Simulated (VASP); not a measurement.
OSZICAR of a VASP run on Ni3Al (L1_2):

OSZICAR:
```
       N       E                     dE             d eps       ncg     rms          rms(c)
DAV:   1     0.160438537379E+03    0.16044E+03   -0.15204E+04  4504   0.219E+03
DAV:   2    -0.548010231898E+02   -0.21524E+03   -0.20765E+03  4488   0.383E+02
DAV:   3    -0.659309662089E+02   -0.11130E+02   -0.10345E+02  4804   0.118E+02
DAV:   4    -0.661607226837E+02   -0.22976E+00   -0.22837E+00  5120   0.158E+01
DAV:   5    -0.661681473927E+02   -0.74247E-02   -0.74138E-02  5528   0.261E+00    0.210E+01
DAV:   6    -0.634384797566E+02    0.27297E+01   -0.88237E+01  4740   0.161E+02    0.222E+01
DAV:   7    -0.580278568021E+02    0.54106E+01   -0.22642E+01  4932   0.813E+01    0.298E+00
DAV:   8    -0.580626786536E+02   -0.34822E-01   -0.63094E-01  4920   0.888E+00    0.262E+00
DAV:   9    -0.580692981608E+02   -0.66195E-02   -0.41495E-01  5016   0.969E+00    0.923E-01
DAV:  10    -0.580781280631E+02   -0.88299E-02   -0.17128E-01  4544   0.458E+00    0.314E-01
DAV:  11    -0.580788318599E+02   -0.70380E-03   -0.56266E-02  4500   0.254E+00    0.219E-01
DAV:  12    -0.580743292094E+02    0.45027E-02   -0.23416E-02  4540   0.169E+00    0.161E-01
DAV:  13    -0.580747984434E+02   -0.46923E-03   -0.43613E-03  4824   0.889E-01    0.389E-02
DAV:  14    -0.580746850485E+02    0.11339E-03   -0.79132E-04  4776   0.370E-01    0.253E-02
DAV:  15    -0.580746539152E+02    0.31133E-04   -0.14957E-04  4748   0.165E-01    0.117E-02
DAV:  16    -0.580746909291E+02   -0.37014E-04   -0.17520E-05  5000   0.567E-02    0.507E-03
DAV:  17    -0.580746946696E+02   -0.37405E-05   -0.25217E-05  4572   0.684E-02    0.273E-03
DAV:  18    -0.580746935704E+02    0.10992E-05   -0.51411E-06  4628   0.311E-02    0.216E-03
DAV:  19    -0.580746943875E+02   -0.81717E-06   -0.17662E-06  4696   0.186E-02    0.138E-03
DAV:  20    -0.580746981485E+02   -0.37609E-05   -0.29458E-07  3768   0.733E-03    0.575E-04
DAV:  21    -0.580746982391E+02   -0.90666E-07   -0.15539E-07  2928   0.495E-03
   1 F= -.58074698E+02 E0= -.58074698E+02  d E =0.000000E+00  mag=     0.9283
       N       E                     dE             ncg
       N       E                     dE             ncg
```

**Question.** Which electronic solver shows in the log?

**Answer.** It is blocked Davidson (ALGO = Normal, or the opening steps of other solvers). The INCAR had ALGO = Normal.

**Question.** How was spin treated?

**Answer.** Collinear spin (ISPIN = 2): the summary line carries one mag value, 0.93 μB in the cell.

**Question.** Can the final energy be trusted as converged?

**Answer.** The run converged. It stopped with EDIFF = 1E-7, NELM = 100 (SCAN meta-GGA, plane waves, VASP's PBE PAW potentials (set 64)).

The compound is Ni3Al in the L1_2 structure. It was relaxed first, which changed the volume by -5 %.
